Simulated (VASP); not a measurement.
CoSi (B20) relaxed at rising pressure, in one space group throughout; other phases were not tried. The pressures are those reached. These are PBE GGA, VASP's PBE PAW potentials (set 64) (plane waves; VASP) values and carry that method's errors.

```tsv
P (GPa)	V (Å³/atom)	k-mesh
-0.01	10.867	7×7×7
5.08	10.630	7×7×7
10.08	10.424	7×7×7
20.04	10.070	7×7×7
30.01	9.771	7×7×7
```

Question: Fit an equation of state and predict the volume at 45.27 GPa.

Answer: Least squares on the third-order Birch-Murnaghan form, P = (3B0/2)(y⁷ − y⁵)[1 + (3/4)(B′ − 4)(y² − 1)] with y = (V0/V)^(1/3), gives V0 = 10.866 Å³/atom, B0 = 220 GPa and B′ = 4.7, and so 9.391 Å³/atom. The run gave 9.388 Å³/atom, -0.0 % from the fit.

Pressures at which the relaxation failed are left out.

The compound is CoSi in the B20 structure. The run is not spin-polarised, so no magnetic state was tried.
